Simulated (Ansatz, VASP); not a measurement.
K3Ag2 in VASP and in Ansatz

```
K Ag
1.0
     6.37655    0.00000    0.00000
     0.00000    6.37655    0.00000
     0.00000    0.00000    6.37655
K Ag
3 2
Direct
  0.00000 0.50000 0.50000
  0.50000 0.00000 0.50000
  0.50000 0.50000 0.00000
  0.00000 0.00000 0.00000
  0.50000 0.50000 0.50000
```

Alike in both runs: functional PBE; k mesh 4 × 4 × 4; occupations gaussian, width 0.1 eV; no spin polarisation.

Ansatz relaxed the structure, and its values are those at the end. VASP's run is a single point on that final structure, the one shown.

|  | VASP | Ansatz |
| --- | --- | --- |
| version | VASP 6.6.1 | Ansatz 0.2.0 |
| potentials or method | VASP PAW PBE potentials, release 64 (K_sv, Ag) | scalar-relativistic, plane waves, PAW |
| plane-wave cutoff (eV) | 520 | 420 |
| valence electrons in the cell | 49 | 65 |

|  | VASP | Ansatz | Ansatz less VASP |
| --- | --- | --- | --- |
| gap on the k mesh at the Fermi level (eV) | none | none | - |
| pressure (GPa) | 0.1 | 0.1 | 0.00 |

A gap of «none» marks a metal or a gap that the smearing closes. With one functional, cell and mesh, what is left measures potentials, basis and numerics. The two sets of potentials don't hold the same shells in valence.
